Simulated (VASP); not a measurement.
Calculation: revPBE GGA, VASP's PBE PAW potentials (set 64) (plane waves; VASP 6.6.1).

Input for VASP

INCAR:
```
EDIFF  =  1E-7   # SCF stop (eV)
LREAL  =  F   # projection in real space or not
SYSTEM  =  Tc
ISMEAR  =  -5
LASPH  =  T   # aspherical one-centre terms
ENCUT  =  520   # plane-wave cut-off (eV)
PREC  =  Accurate
LMAXMIX  =  4   # l cut-off of mixed one-centre charges
ALGO  =  Normal   # blocked Davidson
LCHARG  =  T
LWAVE  =  F
NELM  =  100
ISIF  =  2   # forces and stress, cell fixed
GGA  =  RE   # revPBE
NEDOS  =  601   # DOS grid
LORBIT  =  11
```

**POSCAR**
```
Tc
1
    1.3784414147    -2.3875309664    -0.0000000000
    1.3784414147     2.3875309664    -0.0000000000
   -0.0000000000     0.0000000000     4.4169451236
Tc
2
Direct
  0.3333330000   0.6666670000   0.2500000000
  0.6666670000   0.3333330000   0.7500000000
```

KPOINTS:
```
Automatic mesh
0
Gamma
17 17 9
0 0 0
```

POTCAR, in this order: Tc_pv (PBE.64 set). Program: vasp_std.

Question: What will the output report for the number of irreducible k-points (NKPTS), largest plane-wave count, number of space-group operations, FFT grid (NGX, NGY, NGZ)?

Answer: 
```
Property                                       Value
--------------------------------------  ------------
number of irreducible k-points (NKPTS)           165
largest plane-wave count                         796
number of space-group operations                  24
FFT grid (NGX, NGY, NGZ)                24 × 24 × 36
```

The compound is Tc in the hcp structure. It was relaxed first.
